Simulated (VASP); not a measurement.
VASP input:

**KPOINTS**
```
Automatic mesh
0
Gamma
7 7 7
0 0 0
```

**INCAR**
```
ALGO=Normal
EDIFF=1E-6
EDIFFG=-0.02
ENCUT=400
GGA=PS
IBRION=2
ISIF=3
ISMEAR=1
LASPH=T
LCHARG=F
LMAXMIX=6
LREAL=F
LWAVE=F
NELM=100
NSW=60
PREC=Accurate
SIGMA=0.1
SYSTEM=HfPd3
```

**POSCAR**
```
HfPd3
1
    3.9484206417     0.0000000000     0.0000000000
    0.0000000000     3.9484206417    -0.0000000000
    0.0000000000    -0.0000000000     3.9484206417
Hf Pd
1 3
Direct
  0.0000000000   0.0000000000   0.0000000000
  0.5000000000   0.5000000000   0.0000000000
  0.0000000000   0.5000000000   0.5000000000
  0.5000000000   0.0000000000   0.5000000000
```

POTCAR, in this order: Hf_pv Pd (PBE.64 set). Program: vasp_std.

### Question
Write an equivalent input for Ansatz.

### Answer
One equivalent input (not run):
Ansatz 0.2 input:
```yaml
crystal:
  lattice:
    - [3.9484206, 0.0000000, 0.0000000]
    - [0.0000000, 3.9484206, 0.0000000]
    - [0.0000000, 0.0000000, 3.9484206]
  atoms:
    - { symbol: Hf, position: [0.0000000, 0.0000000, 0.0000000] }
    - { symbol: Pd, position: [0.5000000, 0.5000000, 0.0000000] }
    - { symbol: Pd, position: [0.0000000, 0.5000000, 0.5000000] }
    - { symbol: Pd, position: [0.5000000, 0.0000000, 0.5000000] }
kpoints:
  mp_grid: { grid: [7, 7, 7] }
hamiltonian:
  xc: pbesol
  pseudopotentials: { kind: paw }
scf:
  occupations: { method: methfessel_paxton, width: 0.1 }
  max_iter: 100
relax:
  max_steps: 60
  f_tol: 0.02
  cell: {}
output: { forces: true, stress: true, eigenvalues: true }
```
The two are equivalent in intent, not identical: each code has its own PAW files, so the cut-off isn't converted (ENCUT is set for VASP's; basis.ecutwfc is left out, and Ansatz then takes the one that its files recommend); Ansatz stops its SCF on the density residual and VASP on the energy change (EDIFF).

The structure comes from a computed database's HfPd3 entry (Pm-3m); how it stands against other phases isn't given here. It was relaxed first. The start is the result of an earlier pass.
